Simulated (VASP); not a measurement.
A run of VASP 6.6.1:

POSCAR

```
V
1.0
   -1.5129450000      1.5129450000      1.5129450000
    1.5129450000     -1.5129450000      1.5129450000
    1.5129450000      1.5129450000     -1.5129450000
V
1
Direct
    0.0000000000      0.0000000000      0.0000000000
```

Contents of INCAR.step1:

```
  PREC = Accurate
  ENCUT = 350
  EDIFF = 1E-8
  ISMEAR = 0
  SIGMA = 0.1
  LREAL = False
  LASPH = True
  NELM = 100
  ALGO = Normal
  ISIF = 3
  LWAVE = False
  LCHARG = False
  GGA = CA
  IBRION = 2
  NSW = 40
  EDIFFG = -0.002
```

The input INCAR.step2:

```
  PREC = Accurate
  ENCUT = 350
  EDIFF = 1E-8
  ISMEAR = 0
  SIGMA = 0.1
  LREAL = False
  LASPH = True
  NELM = 100
  ALGO = Normal
  ISIF = 3
  LWAVE = False
  LCHARG = False
  GGA = CA
  IBRION = 6
  NFREE = 2
  POTIM = 0.015
  NSW = 1
```

File KPOINTS:

```
regular mesh
0
Gamma
  20 20 20
```

Potentials or basis: VASP PAW LDA potentials, release 64 (V_sv).

Launch:

```sh
$ cat potpaw_LDA.64/V_sv/POTCAR > POTCAR
$ cp INCAR.step1 INCAR
$ mpirun -np 1 vasp_std > vasp.out
$ cp CONTCAR POSCAR
$ cp INCAR.step2 INCAR
$ mpirun -np 1 vasp_std > vasp.out
```

Hardware: 1 thread of Intel(R) Xeon(R) Platinum 8559C (Emerald Rapids), with other jobs on the host.

Problem. Estimate the wall time of this run.

Solution. Wall time 5.2 min on 1 thread of Intel(R) Xeon(R) Platinum 8559C (Emerald Rapids), with other jobs on the host, peak memory 0.42 GiB. Counts: scf iterations 152, k points 256, ion steps 7.
